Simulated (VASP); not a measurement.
# GeAu2 (P-3m1) in VASP: reference runs

Reference runs on GeAu2: the cell as given.

Everything below comes from runs of VASP 6.6.1. Logs are shortened: lines on timing, memory, paths and dates and some standing lists are left out, and cuts for length are marked.

## (1) Starting point

Symmetry: P-3m1, No. 164, trigonal system. Conventional cell: a = 3.173 Å, b = 3.173 Å, c = 5.802 Å, α = 90.00°, β = 90.00°, γ = 120.00°. Ge (site symmetry -3m) has 6 Au at 2.34 Å as nearest neighbours. Au (site symmetry 3m) has 3 Ge at 2.34 Å as nearest neighbours.

The cell was built by a generator and needn't be a form met in nature.

## (2) Single point, PBE

The input, INCAR:

```
SYSTEM = GeAu2
ALGO = Normal
EDIFF = 1E-7
ENCUT = 520
GGA = PE
ISIF = 2
ISMEAR = -1
LASPH = .True.
LCHARG = .False.
LREAL = .False.
LWAVE = .False.
NBANDS = 25
NELM = 80
PREC = Accurate
SIGMA = 0.05
```

The input, KPOINTS:

```
k-points
0
Gamma
  10 10 5
  0 0 0
```

The input, POSCAR:

```
GeAu2
1.0
    3.1734252800      0.0000000000      0.0000000000
   -1.5867126400      2.7482669100      0.0000000000
    0.0000000000      0.0000000000      5.8020201400
Ge Au
1 2
Direct
    0.0000000000      0.0000000000      0.0000000000
    0.3333333300      0.6666666700      0.2500000000
    0.6666666700      0.3333333300      0.7500000000
```

Potentials or basis: VASP PAW PBE potentials, release 64 (Ge_d, Au).

Started as:

```
$ cat potpaw_PBE.64/Ge_d/POTCAR potpaw_PBE.64/Au/POTCAR > POTCAR
$ mpirun -np 1 vasp_std > vasp.out
```

OUTCAR:

```text
SYSTEM = GeAu2
   EDIFF = 1E-7
   ENCUT = 520
   GGA = PE
   ISIF = 2
   ISMEAR = -1
   LASPH = .True.
   LREAL = .False.
   NELM = 80
   PREC = Accurate

 ion  position               nearest neighbor table
   1  0.000  0.000  0.000-   2 2.34   3 2.34   3 2.34   2 2.34   3 2.34   2 2.34
   2  0.333  0.667  0.250-   1 2.34   1 2.34   1 2.34   3 3.43   3 3.43   3 3.43   3 3.43   3 3.43
                             3 3.43
   3  0.667  0.333  0.750-   1 2.34   1 2.34   1 2.34   2 3.43   2 3.43   2 3.43   2 3.43   2 3.43
                             2 3.43

  LATTYP: Found a hexagonal cell.
 ALAT       =     3.1734252800
 C/A-ratio  =     1.8283147161

  Lattice vectors:

 A1 = (   3.1734252800,   0.0000000000,   0.0000000000)
 A2 = (  -1.5867126400,   2.7482669100,   0.0000000000)
 A3 = (   0.0000000000,   0.0000000000,   5.8020201400)

Analysis of symmetry for initial positions (statically):
=====================================================================
 Subroutine PRICEL returns:
 Original cell was already a primitive cell.

 Routine SETGRP: Setting up the symmetry group for a
 hexagonal supercell.

 Subroutine GETGRP returns: Found 12 space group operations
 (whereof 12 operations were pure point group operations)
 out of a pool of 24 trial point group operations.

The static configuration has the point symmetry D_3d.

Analysis of symmetry for dynamics (positions and initial velocities):
=====================================================================
 Subroutine PRICEL returns:
 Original cell was already a primitive cell.

 Routine SETGRP: Setting up the symmetry group for a
 hexagonal supercell.

 Subroutine GETGRP returns: Found 12 space group operations
 (whereof 12 operations were pure point group operations)
 out of a pool of 24 trial point group operations.

The dynamic configuration has the point symmetry D_3d.

 Subroutine INISYM returns: Found 12 space group operations
 (whereof 12 operations are pure point group operations),
 and found     1 'primitive' translations

----------------------------------------------------------------------------------------

                                     Primitive cell

  volume of cell :      50.6019

  direct lattice vectors                    reciprocal lattice vectors
[... 85 lines left out ...]
   LSORBIT =      F    spin-orbit coupling
   LASPH  =      T    aspherical Exc in radial PAW
   ENCUT  =  520.0 eV  38.22 Ry    6.18 a.u.   5.90  5.90 10.79*2*pi/ulx,y,z
   NELM   =     80;   NELMIN=  2; NELMDL= -5     # of ELM steps
   EDIFF  = 0.1E-06   stopping-criterion for ELM
   LREAL  =      F    real-space projection
   EDIFFG = 0.1E-05   stopping-criterion for IOM
   NSW    =      0    number of steps for IOM
   IBRION =     -1    ionic relax: 0-MD 1-quasi-New 2-CG
   NFREE  =      0    steps in history (QN), initial steepest desc. (CG)
   ISIF   =      2    stress and relaxation
   ISYM   =      2    0-nonsym 1-usesym 2-fastsym
   POTIM  = 0.5000    time-step for ionic-motion
   TEBEG  =    0.0;   TEEND  =   0.0 temperature during run
   PSTRESS=    0.0 pullay stress
   NELECT =      36.0000    total number of electrons
   NUPDOWN=      -1.0000    fix difference up-down
   EMIN   =  10.00;   EMAX   =-10.00  energy-range for DOS
   EFERMI =   0.00;   METHOD = LEGACY
   ISMEAR =    -1;   SIGMA  =   0.05  broadening in eV -4-tet -1-fermi 0-gaus
   EFERMI_NEDOS =   21; number of points for ismear=-14 and -15
   IALGO  =     38    algorithm
   IMIX   =      4    mixing-type and parameters
     AMIX     =   0.40;   BMIX     =  1.00
     AMIX_MAG =   1.60;   BMIX_MAG =  1.00
  volume/ion in A,a.u.               =      16.87       113.83
  Fermi-wavevector in a.u.,A,eV,Ry     =   1.461460  2.761758 29.060202  2.135865
  Thomas-Fermi vector in A             =   2.577789
   LORBIT       =      0    0 simple, 1 ext, 2 COOP (PROOUT), +10 PAW based schemes
   GGA     = PE    functional components
   LHFCALC =     F    Hartree Fock is set to
   AEXX    =    0.0000 exact exchange contribution
   IVDW    =     0    specifies the selected vdW correction
   LEPSILON=     F    determine dielectric tensor
   LRPA    =     F    only Hartree local field effects (RPA)
 non-spin polarized calculation
  energy-cutoff  :      520.00
  volume of cell :       50.60
 maximum number of plane-waves:      1375
   NGX = 11   NGY = 11   NGZ = 21

 number of electron      36.0000017 magnetization

 Free energy of the ion-electron system (eV)
  ---------------------------------------------------
  ext. energy  EPLUGINS =         0.00000000
  ---------------------------------------------------
  free energy    TOTEN  =        -8.18229701 eV

  energy without entropy =       -8.16914507  energy(sigma->0) =       -8.17572104

 E-fermi :   9.7665     XC(G=0): -12.2504

 val. band max:        9.7519522807   @ k =   0.0000   0.3000   0.4000
 cond. band min:       9.7699531521   @ k =   0.2000   0.2000   0.2000
 fundamental gap:      0.0180008714
 Fermi energy:         9.7665298206

 k-point     1 :       0.0000    0.0000    0.0000
  band No.  band energies     occupation
      1     -15.9390      2.00000
      2     -15.9390      2.00000
      3     -15.8540      2.00000
      4     -15.8540      2.00000
      5     -15.8513      2.00000
      6      -4.4301      2.00000
[... 661 lines left out ...]
     24      18.9394      0.00000
     25      20.9508      0.00000

 [... further k-points ...]

------------------------ aborting loop because EDIFF is reached ----------------------------------------

  FORCE on cell =-STRESS in cart. coord.  units (eV):
  Direction    XX          YY          ZZ          XY          YZ          ZX
  --------------------------------------------------------------------------------------
  -------------------------------------------------------------------------------------
  Total       14.3167580     14.3167580     14.1168788      0.0000000     -0.0000000      0.0000000
  in kB      453.3032678    453.3032679    446.9746078      0.0000000     -0.0000000      0.0000000
  external PRESSURE =     451.1937145 kB  Pullay stress =       0.0000000 kB

 VOLUME and BASIS-vectors are now :
 -----------------------------------------------------------------------------
  energy-cutoff  :      520.00
  volume of cell :       50.60
      direct lattice vectors                 reciprocal lattice vectors
     3.173425280  0.000000000  0.000000000     0.315116920  0.181932839  0.000000000
    -1.586712640  2.748266910  0.000000000     0.000000000  0.363865677  0.000000000
     0.000000000  0.000000000  5.802020140     0.000000000  0.000000000  0.172353762

 POSITION                                       TOTAL-FORCE (eV/Angst)
 -----------------------------------------------------------------------------------
      0.00000      0.00000      0.00000         0.000000      0.000000     -0.000000
     -0.00000      1.83218      1.45051         0.000000      0.000000      5.757964
      1.58671      0.91609      4.35152        -0.000000     -0.000000     -5.757964
 -----------------------------------------------------------------------------------
    total drift:                                0.000000      0.000000     -0.000000

  FREE ENERGIE OF THE ION-ELECTRON SYSTEM (eV)
  ---------------------------------------------------
  free  energy   TOTEN  =        -8.1822970052 eV

  energy  without entropy=       -8.1691450736  energy(sigma->0) =       -8.17572104
```

OSZICAR:

```text
N       E                     dE             d eps       ncg     rms          rms(c)
DAV:   1     0.277758992479E+03    0.27776E+03   -0.18239E+04  3651   0.317E+03
DAV:   2     0.189034419492E+02   -0.25886E+03   -0.24534E+03  2974   0.628E+02
DAV:   3    -0.890605212923E+01   -0.27809E+02   -0.27473E+02  3384   0.126E+02
DAV:   4    -0.962392382985E+01   -0.71787E+00   -0.71716E+00  3187   0.201E+01
DAV:   5    -0.963790554105E+01   -0.13982E-01   -0.13980E-01  3507   0.306E+00    0.166E+01
DAV:   6    -0.826334371519E+01    0.13746E+01   -0.41899E+00  3789   0.197E+01    0.934E+00
DAV:   7    -0.820383200544E+01    0.59512E-01   -0.24830E-01  3628   0.522E+00    0.495E+00
DAV:   8    -0.818345405828E+01    0.20378E-01   -0.30298E-02  3928   0.238E+00    0.287E-01
DAV:   9    -0.818229463262E+01    0.11594E-02   -0.51998E-03  3916   0.139E+00    0.129E-01
DAV:  10    -0.818229091218E+01    0.37204E-05   -0.47938E-04  3459   0.188E-01    0.374E-02
DAV:  11    -0.818229560466E+01   -0.46925E-05   -0.21944E-05  3448   0.423E-02    0.141E-02
DAV:  12    -0.818229727546E+01   -0.16708E-05   -0.33952E-06  3950   0.299E-02    0.427E-03
DAV:  13    -0.818229683503E+01    0.44043E-06   -0.40181E-07  2967   0.438E-03    0.170E-03
DAV:  14    -0.818229702237E+01   -0.18734E-06   -0.49043E-08  1596   0.250E-03    0.669E-04
DAV:  15    -0.818229700522E+01    0.17151E-07   -0.84886E-09  1556   0.764E-04
   1 F= -.81822970E+01 E0= -.81757210E+01  d E =-.131519E-01
```

stdout:

```text
POSCAR found type information on POSCAR GeAu
 POSCAR found :  2 types and       3 ions
 scaLAPACK will be used
 LDA part: xc-table for (Slater+PW92), standard interpolation
 POSCAR, INCAR and KPOINTS ok, starting setup
 FFT: planning ... GRIDC
 FFT: planning ... GRID_SOFT
 FFT: planning ... GRID
 WAVECAR not read
 entering main loop
```

It took 54 s on 1 thread of Intel Xeon Platinum 8259CL at 2.50GHz (Skylake/Cascade Lake), shared host; peak memory 0.21 GiB.

Results:

```yaml
Free_energy: -8.1823 eV
Pressure: 45.1 GPa
Largest_force: 5.758 eV/Å
Band_gap_on_the_k_mesh: none (metal or under the smearing width)
```

Forces on the atoms (eV/Å):
```
Ge   0.000  0.000  0.000
Au   0.000  0.000  5.758
Au   0.000  0.000 -5.758
```

Caveat: a pressure of tens of GPa on the cell as given is suspect, and the run, the potentials or the cell itself is likely at fault; forces of over 1 eV/Å show positions far from the minimum, so gaps and moduli don't describe the material at rest.
